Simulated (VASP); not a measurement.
Data:

```xyz
2
Lattice="0.0000 2.7674 2.7674 2.7674 0.0000 2.7674 2.7674 2.7674 0.0000" Properties=species:S:1:pos:R:3 pbc="T T T"
Ag     2.7674     2.7674     0.0000
Cl     2.7674     2.7674     2.7674
```

Level of theory: MS2 meta-GGA, VASP's PBE PAW potentials (set 64) (plane waves; VASP). Numerical set-up: 520 eV cut-off, 9×9×9 Γ-centred mesh, tetrahedra with Blöchl corrections, potentials Ag Cl.

Task: Give the energies of bands 2 to 11 at the high-symmetry points, in eV from the valence-band maximum.

Result: 
| band | Γ | X | U | L | W |
|---|---|---|---|---|---|
| 2 | -2.52 | -4.54 | -4.37 | -5.41 | -4.34 |
| 3 | -2.52 | -3.26 | -4.37 | -4.28 | -4.17 |
| 4 | -2.52 | -3.26 | -3.92 | -4.28 | -4.17 |
| 5 | -2.35 | -2.69 | -2.23 | -1.98 | -1.92 |
| 6 | -2.35 | -2.14 | -1.91 | -1.98 | -1.92 |
| 7 | -2.35 | -1.85 | -1.76 | -1.68 | -1.88 |
| 8 | -2.33 | -1.85 | -1.59 | 0.00 | -1.85 |
| 9 | -2.33 | -1.79 | -1.04 | 0.00 | -1.13 |
| 10 | 1.14 | 2.68 | 3.91 | 4.41 | 4.49 |
| 11 | 11.19 | 8.18 | 7.46 | 6.88 | 8.09 |

The gap is indirect, 1.14 eV, from the valence maximum at L to the conduction minimum at Γ.

The compound is AgCl in the rock salt structure. It was relaxed first.
